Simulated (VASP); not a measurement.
Input:

```
CELL_PARAMETERS angstrom
      1.96766    -3.40809     0.00000
      1.96766     3.40809     0.00000
      0.00000     0.00000     5.10289
ATOMIC_POSITIONS crystal
  Ni 0.00000 0.00000 0.50000
  Ni 0.00000 0.00000 0.00000
  Sb 0.33333 0.66667 0.25000
  Sb 0.66667 0.33333 0.75000
```

The numbers are results of TPSS meta-GGA, VASP's PBE PAW potentials (set 64) (plane waves; VASP), not measurements. Numerical set-up: 520 eV cut-off, 10×10×7 Γ-centred mesh, tetrahedra with Blöchl corrections, potentials Ni Sb.

Task: The job: NiSb (NiAs type), 4 atoms, TPSS, static run, 520 eV, 10×10×7 Γ-centred mesh. Roughly how much core time does it take on a busy server core?

Result: About 5 core-minutes (one run on a shared machine, a rough figure). It had 56 irreducible k-points, 19 bands, up to 1873 plane waves and 21 electronic steps.

The compound is NiSb in the NiAs type structure. It was relaxed first. The run is not spin-polarised, so no magnetic state was tried.
